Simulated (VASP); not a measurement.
Computed with PBE GGA, VASP's PBE PAW potentials (set 64) (plane waves; VASP).

A VASP calculation is set up with these files.

POSCAR:
```
GaN
1.0
  3.2450637856   0.0000000000   0.0000000000
 -1.6225318928   2.8103072637   0.0000000000
  0.0000000000   0.0000000000   5.2797813365
Ga N
2 2
Cart
  1.6225335153   0.9367681511   2.6350332694
 -0.0000016225   1.8735391126   5.2749239377
  1.6225335153   0.9367681511   4.6246660683
 -0.0000016225   1.8735391126   1.9847754000
```

File KPOINTS:
```
Automatic mesh
0
Gamma
9 9 5
0 0 0
```

INCAR:
```
ALGO  =  Fast
EDIFF  =  1E-5
EDIFFG  =  -0.03
ENCUT  =  400
GGA  =  PE
IBRION  =  2
ISIF  =  2
ISMEAR  =  0
LASPH  =  .TRUE.
LCHARG  =  .FALSE.
LMAXMIX  =  4
LREAL  =  .FALSE.
LWAVE  =  .FALSE.
NELM  =  100
NELMIN  =  4
NSW  =  20
PREC  =  Normal
SIGMA  =  0.05
SYSTEM  =  GaN
```

POTCAR, in this order: Ga N (PBE.64 set). Program: vasp_std.

At this cut-off the stress carries a Pulay error, which pulls relaxed volumes low.

**Question.** Predict the energy per atom (σ→0), pressure, band gap (on the k-mesh).

**Answer.** 
The energy per atom (σ→0) is -6.089 eV/atom and the band gap (on the k-mesh) is 1.63 eV. The pressure comes out as -2.52 GPa.

### OSZICAR
```
...
RMM:   7    -0.243954011806E+02   -0.74640E-01   -0.16663E+00   864   0.852E+00    0.296E+00
RMM:   8    -0.243562777150E+02    0.39123E-01   -0.15647E-01   864   0.313E+00    0.450E-01
RMM:   9    -0.243537714983E+02    0.25062E-02   -0.45730E-02   885   0.119E+00    0.188E-01
RMM:  10    -0.243548296828E+02   -0.10582E-02   -0.11862E-02   902   0.632E-01    0.101E-01
RMM:  11    -0.243550389736E+02   -0.20929E-03   -0.16772E-03   864   0.321E-01    0.506E-02
RMM:  12    -0.243550030987E+02    0.35875E-04   -0.55339E-04   868   0.133E-01    0.148E-02
RMM:  13    -0.243550118633E+02   -0.87645E-05   -0.92634E-05   698   0.567E-02
   1 F= -.24355012E+02 E0= -.24355012E+02  d E =-.243550E+02
```

The structure comes from a computed database's GaN entry (P6_3mc); how it stands against other phases isn't given here. It was relaxed first, which changed the volume by +5 %.
